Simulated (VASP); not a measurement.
Here is the system:

```
CELL_PARAMETERS angstrom
     -1.56265     1.56265     1.56265
      1.56265    -1.56265     1.56265
      1.56265     1.56265    -1.56265
ATOMIC_POSITIONS crystal
  Mo 0.00000 0.00000 0.00000
```

Level of theory: PBE GGA, VASP's PBE PAW potentials (set 64) (plane waves; VASP 6.6.1). Settings: 500 eV cut-off, 16×16×16 Γ-centred mesh, first-order Methfessel-Paxton smearing of 0.10 eV, potentials Mo_sv.

Energy and stress use the plane-wave basis of the starting cell.

Problem. The ions, cell shape and volume at an external pressure of 20.0 GPa are relaxed. Predict the relaxed structure.

Solution. 
```
CELL_PARAMETERS angstrom
     -1.54641     1.54641     1.54641
      1.54641    -1.54641     1.54641
      1.54641     1.54641    -1.54641
ATOMIC_POSITIONS crystal
  Mo 0.00000 0.00000 0.00000
```
Space group Im-3m (229), at a tolerance of 0.03 Å.

Problem. How do energy and volume change from the first to the last step?

Solution. The energy (σ→0) changes by +43.6 meV/atom and the volume by -3.1 %, in 4 ionic steps.

```tsv
step	E(σ→0) (eV)	max force (eV/Å)	pressure (GPa)	volume (Å³)
1	-10.9240	0.000	9.89	15.26
2	-10.4778	0.000	66.75	13.23
3	-10.8827	0.000	19.51	14.81
4	-10.8804	0.000	19.96	14.79
```

The compound is Mo in the bcc structure. This run relaxes it under an external pressure of 20 GPa. Symmetry was kept, so distortions that lower it aren't found.
